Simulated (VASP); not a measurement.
An input for Ansatz (written as the equivalent of a VASP run, and not itself run):

Ansatz 0.2 input:
```yaml
crystal:
  lattice:
    - [3.2130000, 0.0000000, 0.0000000]
    - [0.0000000, 3.2130000, 0.0000000]
    - [0.0000000, 0.0000000, 3.2130000]
  atoms:
    - { symbol: Zn, position: [0.5000000, 0.5000000, 0.5000000] }
    - { symbol: Au, position: [0.0000000, 0.0000000, 0.0000000] }
kpoints:
  mp_grid: { grid: [9, 9, 9] }
hamiltonian:
  xc: pbe
  pseudopotentials: { kind: paw }
scf:
  occupations: { method: methfessel_paxton, width: 0.1 }
  max_iter: 100
relax:
  max_steps: 40
  f_tol: 0.01
  cell: {}
output: { forces: true, stress: true, eigenvalues: true }
```

### Question
Write the VASP files for the same calculation (PBE).

### Answer
One answer among several that fit: 
File POSCAR:
```
AuZn
1.0
  3.2130000000   0.0000000000   0.0000000000
  0.0000000000   3.2130000000   0.0000000000
  0.0000000000   0.0000000000   3.2130000000
Zn Au
1 1
Cartesian
  1.6065000000   1.6065000000   1.6065000000
  0.0000000000   0.0000000000   0.0000000000
```

### KPOINTS
```
Automatic
0
Gamma
 9 9 9
```

### INCAR
```
ISIF  =  3
LWAVE  =  .FALSE.
EDIFF  =  1E-6   ! SCF stop (eV)
LCHARG  =  .FALSE.
PREC  =  Accurate
ENCUT  =  400   ! plane-wave cut-off (eV)
SYSTEM  =  AuZn
IBRION  =  2
SIGMA  =  0.1   ! width (eV)
EDIFFG  =  -0.01   ! ionic stop
GGA  =  PE
ALGO  =  Normal   ! blocked Davidson
NSW  =  40   ! most ionic steps
NELM  =  100   ! most electronic steps
LREAL  =  .FALSE.   ! projection in real space or not
LMAXMIX  =  6   ! l cut-off of mixed one-centre charges
LASPH  =  .TRUE.   ! aspherical one-centre terms
ISMEAR  =  1   ! Methfessel-Paxton
```

POTCAR, in this order: Zn Au (PBE.64 set). Program: vasp_std.

Limits of the translation: each code has its own PAW files, so the cut-off isn't converted (ENCUT is set for VASP's; basis.ecutwfc is left out, and Ansatz then takes the one that its files recommend); Ansatz stops its SCF on the density residual and VASP on the energy change (EDIFF).

The compound is AuZn in the CsCl type structure. This run relaxes it. Symmetry was kept, so distortions that lower it aren't found.
